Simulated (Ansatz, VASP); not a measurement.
Given: the input of a run of Ansatz 0.2.0 on CuSn3. Atoms were shifted at random by some hundredths of an Å from the given cell, which wasn't relaxed again for these runs. The cell comes from a database or a generator and needn't be the stable form of this composition.

input.yaml

```yaml
crystal:
  lattice:
    - [-2.239903, 2.239903, 4.870704]
    - [2.239903, -2.239903, 4.870704]
    - [2.239903, 2.239903, -4.870704]
  atoms:
    - { symbol: Sn, position: [0.516474, 0.506635, 0.023466] }
    - { symbol: Sn, position: [0.255751, 0.744065, 0.497613] }
    - { symbol: Sn, position: [0.752396, 0.245341, 0.495341] }
    - { symbol: Cu, position: [0.015809, -0.001701, 0.008913] }
hamiltonian:
  xc: pbe
  pseudopotentials: { kind: paw }
kpoints:
  mp_grid: { grid: [8, 8, 8] }
scf:
  occupations: { method: fermi_dirac, width: 0.05 }
output:
  forces: true
  stress: true
  eigenvalues: true
```

Potentials or basis: Ansatz PAW.

Command:

```sh
$ ansatz run input.yaml --threads 2 --pin off --max-ram 5120MiB --backend cpu --events-out ev --progress --plain --runs-dir out
```

**Question.** Translate it to VASP 6.6.1. Potentials or basis there: PBE PAW files Cu, Sn_d, 520 eV.

**Answer.** As run (cutoffs and basis follow the program's own potentials, and thresholds, step limits or extra output files can differ):

INCAR

```
PREC     = Accurate       # precision mode
ENCUT    = 520            # plane-wave cutoff, eV
EDIFF    = 1E-7           # SCF threshold, eV
ISMEAR   = -1             # smearing method
SIGMA    = 0.05           # smearing width, eV
LREAL    = False          # projectors in reciprocal space
LASPH    = True           # aspherical terms in the spheres
NELM     = 100            # most SCF steps
ALGO     = Normal         # electronic algorithm
ISIF     = 2              # what is computed and relaxed
LWAVE    = False          # write WAVECAR
LCHARG   = False          # write CHGCAR
GGA      = PE             # functional
NBANDS   = 34             # bands
```

The input KPOINTS:

```
regular mesh
0
Gamma
  8 8 8
```

POSCAR

```
CuSn3
1.0
   -2.2399030000      2.2399030000      4.8707040000
    2.2399030000     -2.2399030000      4.8707040000
    2.2399030000      2.2399030000     -4.8707040000
Sn Cu
3 1
Direct
    0.5164740000      0.5066350000      0.0234660000
    0.2557510000      0.7440650000      0.4976130000
    0.7523960000      0.2453410000      0.4953410000
    0.0158090000     -0.0017010000      0.0089130000
```

Potentials or basis: VASP PAW PBE potentials, release 64 (Sn_d, Cu).

Command:

```sh
$ cat potpaw_PBE.64/Sn_d/POTCAR potpaw_PBE.64/Cu/POTCAR > POTCAR
$ mpirun -np 1 vasp_std > vasp.out
```

Both were run:

|  | Ansatz | VASP |
| --- | --- | --- |
| Pressure | -1.0 GPa | -1.0 GPa |
| Largest force | 0.097 eV/Å | 0.098 eV/Å |

Ansatz's pressure holds a Pulay term of +0.04 GPa for its cutoff of 420 eV, which the other run lacks.

The potentials hold 61 and 53 valence electrons a cell.

Where Ansatz's input types no cutoff or centring, it takes its own default and a Γ-centred mesh.

Pressure is positive in compression.
